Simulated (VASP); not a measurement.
Calculation: r2SCAN meta-GGA, VASP's PBE PAW potentials (set 64) (plane waves; VASP 6.6.1). For the first row: Settings: 400 eV cut-off, 12×12×13 Γ-centred mesh, tetrahedra with Blöchl corrections, potentials Zr_sv Ge_d.

```csv
system,energy (eV/atom)
"ZrGe (relaxed from the WC structure, space group P-6m2)",-18.8129
Zr (hcp),-22.7508
Ge (diamond),-13.8670
```

The references are the elements' solids at the same level; no temperature or zero-point terms are added.

**Question.** What is the formation energy per atom of ZrGe?

**Answer.** The references average (1×(-22.7508) + 1×(-13.8670))/2 = -18.3089 eV, so the formation energy is -18.8129 − (-18.3089) = -0.504 eV/atom.
